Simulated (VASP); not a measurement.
Data:

```yaml
crystal:
  lattice:
    - [4.40398, 0.00000, 0.00000]
    - [0.00000, 4.40398, 0.00000]
    - [0.00000, 0.00000, 2.86668]
  atoms:
    - { symbol: Mn, position: [0.00000, 0.00000, 0.00000], spin: 2.8 }
    - { symbol: Mn, position: [0.50000, 0.50000, 0.50000], spin: 2.8 }
    - { symbol: O, position: [0.30501, 0.30501, 0.00000], spin: 0.1 }
    - { symbol: O, position: [0.80501, 0.19499, 0.50000], spin: 0.1 }
    - { symbol: O, position: [0.19499, 0.80501, 0.50000], spin: 0.1 }
    - { symbol: O, position: [0.69499, 0.69499, 0.00000], spin: 0.1 }
```

Calculation: r2SCAN meta-GGA, VASP's PBE PAW potentials (set 64) (plane waves; VASP). Numerical set-up: 520 eV cut-off, 5×5×7 Γ-centred mesh, Gaussian smearing of 0.050 eV, potentials Mn_pv O.

The moments were started parallel, and other spin orders were not tried in this run.

Task: Estimate the cell moment, energy per atom (σ→0), band gap (on the k-mesh) with the smallest direct gap where there is one.

Result: 
band gap (on the k-mesh): 0.12 eV
smallest direct gap (on the k-mesh): 0.12 eV
cell moment: 6.00 μB
energy per atom (σ→0): -10.901 eV/atom

Task: Give the moment on each site (PAW-sphere projection).

Result: 
```tsv
site	moment (μB)
Mn1	2.81
Mn2	2.81
O3	0.06
O4	0.06
O5	0.06
O6	0.06
```

The compound is MnO2 in the rutile structure. It was relaxed first. The start is the result of an earlier pass.
